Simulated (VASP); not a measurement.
Input for VASP

File POSCAR:
```
Be
1
    2.2647800000     0.0000000000     0.0000000000
   -1.1323900000     1.9613570000     0.0000000000
    0.0000000000     0.0000000000     3.5741000000
Be
2
Direct
  0.3333330000   0.6666670000   0.7500000000
  0.6666670000   0.3333330000   0.2500000000
```

### INCAR
```
# general
SYSTEM = Be
PREC   = Accurate
ENCUT  = 300   # plane-wave cut-off (eV)
LREAL  = .False.
LASPH  = .True.   # aspherical one-centre terms

# electronic loop
EDIFF  = 1E-6   # SCF stop (eV)
NELM   = 100
ALGO   = Normal

# smearing
ISMEAR = -1   # Fermi-Dirac
SIGMA  = 0.03   # width (eV)

# functional
GGA    = PE   # PBE

# ions
ISIF   = 2   # forces and stress, cell fixed

# output
LWAVE  = .False.
LCHARG = .False.
```

**KPOINTS**
```
kpoints
0
gamma
 18 18 10
0 0 0
```

POTCAR, in this order: Be (PBE.64 set). Program: vasp_std.

Problem. Translate this PBE calculation to Ansatz.

Solution. One equivalent input (not run):
Ansatz 0.2 input:
```yaml
crystal:
  lattice:
    - [2.2647800, 0.0000000, 0.0000000]
    - [-1.1323900, 1.9613570, 0.0000000]
    - [0.0000000, 0.0000000, 3.5741000]
  atoms:
    - { symbol: Be, position: [0.3333330, 0.6666670, 0.7500000] }
    - { symbol: Be, position: [0.6666670, 0.3333330, 0.2500000] }
kpoints:
  mp_grid: { grid: [18, 18, 10] }
hamiltonian:
  xc: pbe
  pseudopotentials: { kind: paw }
scf:
  occupations: { method: fermi_dirac, width: 0.03 }
  max_iter: 100
output: { forces: true, stress: true, eigenvalues: true }
```
The two are equivalent in intent, not identical: each code has its own PAW files, so the cut-off isn't converted (ENCUT is set for VASP's; basis.ecutwfc is left out, and Ansatz then takes the one that its files recommend); Ansatz stops its SCF on the density residual and VASP on the energy change (EDIFF).

The structure comes from a computed database's Be entry; how it stands against other phases isn't given here. The cell was not relaxed at this level. The run is one of a series of settings (SIGMA = 0.03, KPOINTS 18×18×10 Γ-centred mesh against the base run), some of them coarse on purpose.
